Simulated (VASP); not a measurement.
A cell of ZrS₂ (1T layered) near equilibrium:

```yaml
crystal:
  lattice:
    - [1.81484, -3.14340, 0.00000]
    - [1.81484, 3.14340, 0.00000]
    - [0.00000, 0.00000, 5.82561]
  atoms:
    - { symbol: Zr, position: [0.00000, 0.00000, 0.00000] }
    - { symbol: S, position: [0.33333, 0.66667, 0.24949] }
    - { symbol: S, position: [0.66667, 0.33333, 0.75051] }
```

Method: PBEsol GGA, VASP's PBE PAW potentials (set 64) (plane waves; VASP).

Without a dispersion term in the relaxation, distances and binding between the weakly bound layers, chains or molecules are unreliable, and so is what depends on them.

```tsv
run	ΔE (meV/atom)	σxx	σyy	σzz	largest shear component, with its sign (GPa)	largest force (eV/Å)	gap (eV)
as it is	0.0	0.04	0.04	0.07	0.00	0.021	0.72
after one change	3.7	2.34	0.58	0.74	0.03	0.005	0.53
```
Stress is in GPa, positive when the cell is compressed; gaps are those on the k-mesh, and 0.00 means metallic.

Task: Which change was made?
A. atom 1 (Zr) moved by 0.200 Å along y
B. isotropic strain of -1.0 %
C. biaxial strain of +4.0 % in the xy plane with the ions relaxed
D. biaxial strain of -1.5 % in the xz plane with the ions relaxed

Result: D, biaxial strain of -1.5 % in the xz plane with the ions relaxed

The compound is ZrS2 in the 1T layered structure.
